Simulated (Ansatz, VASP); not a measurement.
# Cross-check of Ta12O29 (amorphous TaO2.42) between VASP and Ansatz, part 3 of 3

One calculation is typed for both programs; each brings its own data sets. How far apart do they land? Of the first pair: The structure shown is the start of the Ansatz relaxation below; VASP solves that cell, so the two are compared at the walk's first step.

VASP 6.6.1 and Ansatz 0.2.0.

So far. Step 3 (VASP: single point, PBE, start cell, pair 1): The run ends at a pressure of 3.48 GPa, with forces up to 1.3 eV/Å.

## Step 6: VASP: single point, PBE, relaxed cell, pair 2

Level of this step: PBE; plane waves and PAW (Ta_pv, O) (VASP).

The same cell, functional, mesh and smearing now go to VASP, with its own data sets.

INCAR

```
SYSTEM = Ta12O29
PREC = Accurate
ENCUT = 600
EDIFF = 1E-06
NELM = 120
ISMEAR = -1
SIGMA = 0.025
LREAL = Auto
ALGO = Normal
GGA = PE
NBANDS = 368
LASPH = .TRUE.
LORBIT = 11
LWAVE = .FALSE.
LCHARG = .FALSE.
ISIF = 2
GGA_COMPAT = .FALSE.
EFERMI = MIDGAP
NCORE = 2
```

POSCAR

```
Ta12O29
1.0
   10.7585770000     -0.2055500000      0.0481970000
   -0.2055500000     10.6635230000     -0.1262460000
    0.0481970000     -0.1262460000     10.5351130000
Ta O
24 58
Direct
    0.2597500000      0.0504400000      0.8120400000
    0.3843800000      0.5724700000      0.9553800000
    0.2512600000      0.0612400000      0.3209700000
    0.7619000000      0.9358500000      0.6790200000
    0.0972200000      0.3611800000      0.3537500000
    0.0372500000      0.4091400000      0.0571400000
    0.4206300000      0.8735000000      0.5636400000
    0.8167600000      0.8844300000      0.1672600000
    0.1594500000      0.7269700000      0.7363700000
    0.8767400000      0.6796100000      0.8991300000
    0.7903200000      0.2102900000      0.3360500000
    0.6704100000      0.7204700000      0.4798700000
    0.7250000000      0.2811200000      0.0036700000
    0.9018200000      0.5014900000      0.6183900000
    0.3326000000      0.3823300000      0.1789700000
    0.4471100000      0.0854400000      0.0698400000
    0.1186900000      0.9134900000      0.0097200000
    0.0271500000      0.1903900000      0.7876000000
    0.7623300000      0.2272800000      0.6973700000
    0.9995200000      0.8430100000      0.4504000000
    0.4677200000      0.8242700000      0.2052600000
    0.1710100000      0.6441100000      0.2371600000
    0.5878100000      0.4678300000      0.7071600000
    0.6601300000      0.4592300000      0.2427900000
    0.4514100000      0.6798200000      0.0802900000
    0.4244500000      0.0007500000      0.2484000000
    0.2620000000      0.6188600000      0.8412000000
    0.8019500000      0.5631700000      0.7788400000
    0.0694200000      0.8299300000      0.6157800000
    0.6915100000      0.4552900000      0.0625200000
    0.4632200000      0.3711500000      0.6569900000
    0.8003900000      0.8296300000      0.8043600000
    0.6051900000      0.1356900000      0.0098600000
    0.0932600000      0.9770600000      0.3836300000
    0.9483500000      0.9428800000      0.0615200000
    0.4069200000      0.4028200000      0.0145100000
    0.2302900000      0.8684500000      0.8516300000
    0.6597900000      0.3289200000      0.8301900000
    0.7936100000      0.0478000000      0.2506000000
    0.3257300000      0.9788600000      0.4593000000
    0.7965400000      0.7326300000      0.0439600000
    0.5230800000      0.8125900000      0.3997500000
    0.0273000000      0.4420300000      0.4944400000
    0.5220700000      0.5694900000      0.8449800000
    0.8954900000      0.0751100000      0.6870600000
    0.6378800000      0.8549200000      0.1777700000
    0.6605500000      0.0780400000      0.7233200000
    0.0392700000      0.5906700000      0.7037000000
    0.1290700000      0.7591800000      0.1155600000
    0.4359400000      0.9128600000      0.0363200000
    0.7731300000      0.3969900000      0.3607500000
    0.0846200000      0.7039000000      0.3861400000
    0.6732300000      0.2609700000      0.1983300000
    0.0303600000      0.4937000000      0.2355300000
    0.7483000000      0.1736300000      0.5039400000
    0.3589400000      0.1453400000      0.9271600000
    0.9674300000      0.5481700000      0.9819800000
    0.6712300000      0.6256500000      0.3175600000
    0.0314500000      0.7737200000      0.8769200000
    0.8328100000      0.6296500000      0.5277100000
    0.8911600000      0.3126600000      0.0851500000
    0.0855900000      0.3208300000      0.9024800000
    0.8164800000      0.8687900000      0.5098700000
    0.5995400000      0.8527200000      0.6201800000
    0.8892700000      0.8047200000      0.2957400000
    0.4875000000      0.4298100000      0.2656900000
    0.0787400000      0.0544600000      0.8924600000
    0.7363200000      0.3936800000      0.6137500000
    0.9342000000      0.3164200000      0.6861300000
    0.1732600000      0.1570100000      0.6897400000
    0.2504400000      0.4760300000      0.3243200000
    0.3699500000      0.2055700000      0.1921400000
    0.1997100000      0.0092000000      0.1494800000
    0.2081700000      0.2207400000      0.3893200000
    0.5899900000      0.5964800000      0.5743400000
    0.3073400000      0.7493500000      0.6183000000
    0.9633300000      0.2375400000      0.3328400000
    0.3907200000      0.9879500000      0.6995700000
    0.2297300000      0.5257300000      0.0865100000
    0.3211000000      0.7346600000      0.2784600000
    0.1558500000      0.3070100000      0.1623200000
    0.8378500000      0.2038700000      0.8789100000
```

KPOINTS

```
Automatic mesh
0
Gamma
1 1 1
0 0 0
```

Potentials, in the order of the species: Ta_pv and O (PBE family, release 64).

Started as:

```
$ mpirun -np 8 vasp_gam
```

Numbers of over 12 decimals in the logs are rounded to 6 here.

Output:

```text
[... set-up lines as in an earlier step ...]
 entering main loop
       N       E                     dE             d eps       ncg     rms          rms(c)
DAV:   1     0.817539706897E+04    0.81754E+04   -0.41562E+05   736   0.196E+03
DAV:   2    -0.512779145199E+02   -0.82267E+04   -0.79019E+04   856   0.549E+02
DAV:   3    -0.933812799287E+03   -0.88253E+03   -0.87458E+03   824   0.173E+02
DAV:   4    -0.959774654356E+03   -0.25962E+02   -0.25760E+02   864   0.309E+01
[...]
DAV:  16    -0.791834484560E+03   -0.17128E-04   -0.81598E-05   992   0.215E-02    0.108E-02
DAV:  17    -0.791834488638E+03   -0.40786E-05   -0.20863E-05   824   0.107E-02    0.731E-03
DAV:  18    -0.791834489105E+03   -0.46621E-06   -0.56826E-06   768   0.508E-03
   1 F= -.79183449E+03 E0= -.79183082E+03  d E =-.733541E-02
```

Parts of OUTCAR (step 6):

```text
  Total        4.9130066      4.9312645      4.7837689      0.1807711      0.0976269     -0.1033006
  in kB        6.5161760      6.5403917      6.3447666      0.2397587      0.1294836     -0.1370087
  external PRESSURE =       6.4671114 kB  Pullay stress =       0.0000000 kB

 POSITION                                       TOTAL-FORCE (eV/Angst)
 -----------------------------------------------------------------------------------
      2.82331      0.38196      8.56108        -0.031726     -0.019359     -0.059380
      4.06376      5.90492     10.01129        -0.062125     -0.034603      0.008312
      2.70608      0.56087      3.38583         0.042481      0.004539     -0.027642
      8.03732      9.73713      7.07213        -0.023281      0.037690     -0.097482
      0.98876      3.78681      3.68588         0.053113     -0.012736     -0.028428
      0.31941      4.34800      0.55212         0.120089      0.017422      0.030021
      4.37300      9.15697      5.84801         0.133043     -0.003816     -0.076386
      8.61344      9.24214      1.68981        -0.110499      0.038716     -0.095748
      1.60152      7.62632      7.67365         0.040524     -0.007506      0.014778
      9.33612      6.95331      9.42889         0.017354     -0.013386     -0.076979
      8.47569      2.03756      3.55187        -0.055221     -0.013512     -0.073790
      7.08769      7.48436      4.99684         0.061464      0.115249     -0.045713
      7.74236      2.84824      0.03812        -0.029574     -0.020319      0.006374
      9.62902      5.08421      6.49496         0.009767     -0.119059      0.048207
[...]
-----------------------------------------------------------------------------------
    total drift:                                0.008180     -0.002215     -0.013851

  FREE ENERGIE OF THE ION-ELECTRON SYSTEM (eV)
  ---------------------------------------------------
  free  energy   TOTEN  =      -791.8344891045 eV

  energy  without entropy=     -791.8271536920  energy(sigma->0) =     -791.83082140

[... 1 part as in an earlier step ...]

[... 2 further parts left out ...]
[key lines of the parts left out:]
E-fermi :   3.5705
```

The run ends at a pressure of 0.65 GPa, with forces up to 0.42 eV/Å.

## Step 7: Side by side

What differs besides the data sets and the points named for the pairs above, as far as they apply: the data sets hold 660 valence electrons in Ansatz (on its default PAW (the set named soft_2) files) and 612 in VASP; the cutoff is 420 eV in Ansatz and 600 eV in VASP (PREC = Accurate, projectors in real space). Total energies have different zeros and are not compared.

Compared:

| quantity | Ansatz | VASP | difference |
| --- | --- | --- | --- |
| pressure (GPa) | 0.00 | 0.65 | -0.65 |
| gap on the k mesh (eV) | 0.223 | 0.221 | +0.002 |

Forces on 7 of the 82 atoms, those with the largest forces and the largest differences (eV/Å; atoms numbered as in POSCAR):

| atom | Ansatz x, y, z | VASP x, y, z |
| --- | --- | --- |
| Ta7 | 0.015, -0.008, 0.001 | 0.133, -0.004, -0.076 |
| Ta23 | -0.003, 0.010, -0.010 | 0.315, 0.206, 0.112 |
| O31 | 0.001, -0.001, 0.000 | -0.321, -0.238, -0.126 |
| O32 | 0.002, -0.003, 0.001 | 0.043, -0.111, 0.128 |
| O41 | 0.000, -0.001, -0.002 | -0.084, 0.033, 0.134 |
| O50 | -0.001, 0.005, -0.003 | -0.017, -0.162, -0.078 |
| O65 | -0.001, -0.001, -0.003 | 0.068, -0.096, 0.116 |

The forces differ by 64 meV/Å r.m.s., where the r.m.s. force is 0.005 eV/Å in Ansatz and 0.064 eV/Å in VASP: the atoms lie near their places of rest in Ansatz, so a percentage would say little (all taken over all components). A gap on the mesh is an upper bound, since the band edges may lie between its points; neither run holds spin-orbit coupling, which can move the band edges of a compound of Ta.

## Step 8: Results

- r.m.s. force difference (single point, PBE, start cell, pair 1): 25 % of the r.m.s. force
- r.m.s. force difference (single point, PBE, relaxed cell, pair 2): 64 meV/Å
- difference in pressure (single point, PBE, relaxed cell, pair 2): -0.65 GPa

What this shows: The r.m.s. force difference is 25 % of the r.m.s. force (single point, PBE, start cell, pair 1), beyond the 3 % picked in this series as the mark of a large difference. The data sets hold unlike numbers of valence electrons (660 in Ansatz and 612 in VASP), so part of the differences comes from the potentials. What causes the difference of the single point, PBE, start cell, pair 1 pair stays open here. What causes the difference of the single point, PBE, relaxed cell, pair 2 pair stays open here. How closely two codes agree says nothing of how well the functional describes the real material.

[Lines on the potential files, build, host, timing and source positions are cut from VASP's logs without a mark.]

[Logs are printed without paths, hosts, clocks, repeated set-up lines and the standing remarks that a program may print on its own settings, such as how far it seeks lower states.]

[Hosts, paths, dates, database ids (printed as entryN), source tags and the programs' standing remarks are cut or masked in the printed files.]
